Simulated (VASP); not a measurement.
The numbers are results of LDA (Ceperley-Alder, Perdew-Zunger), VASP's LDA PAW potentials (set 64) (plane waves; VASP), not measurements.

VASP ran on this input.

KPOINTS:
```
Automatic mesh
0
Gamma
8 8 8
0 0 0
```

### INCAR
```
SYSTEM = KCl
PREC = Accurate
ENCUT = 520
EDIFF = 1E-7
NELM = 100
ALGO = Normal
LREAL = .FALSE.
LASPH = .TRUE.
ISMEAR = 0
SIGMA = 0.05
LWAVE = .FALSE.
LCHARG = .FALSE.
ISIF = 2
```

POSCAR:
```
KCl
1
    0.0000000000     3.0116594605     3.0116594605
    3.0116594605     0.0000000000     3.0116594605
    3.0116594605     3.0116594605     0.0000000000
K Cl
1 1
Direct
  0.0000000000   0.0000000000   0.0000000000
  0.5000000000   0.5000000000   0.5000000000
```

POTCAR, in this order: K_sv Cl (LDA.64 set). Program: vasp_std.

Q: Estimate the energy per atom (σ→0), band gap (on the k-mesh).

A: 
```
Quantity                          Result
------------------------  --------------
energy per atom (σ→0)     -3.702 eV/atom
band gap (on the k-mesh)         5.22 eV
```

OSZICAR:
```
...
DAV:   7    -0.740340716602E+01    0.24478E-01   -0.94037E-02   932   0.202E+00    0.188E+00
DAV:   8    -0.740334070903E+01    0.66457E-04   -0.11983E-02   968   0.103E+00    0.190E-01
DAV:   9    -0.740334455597E+01   -0.38469E-05   -0.64775E-04   940   0.168E-01    0.726E-02
DAV:  10    -0.740341798630E+01   -0.73430E-04   -0.65832E-05   972   0.710E-02    0.497E-03
DAV:  11    -0.740341937219E+01   -0.13859E-05   -0.17882E-06   976   0.112E-02    0.441E-03
DAV:  12    -0.740341966315E+01   -0.29096E-06   -0.69632E-07   900   0.721E-03    0.182E-03
DAV:  13    -0.740341965288E+01    0.10272E-07   -0.44502E-08   656   0.206E-03
   1 F= -.74034197E+01 E0= -.74034197E+01  d E =-.460978E-14
```

The compound is KCl in the rock salt structure. This cell is one point of a volume scan, at 0.97 of the reference volume.
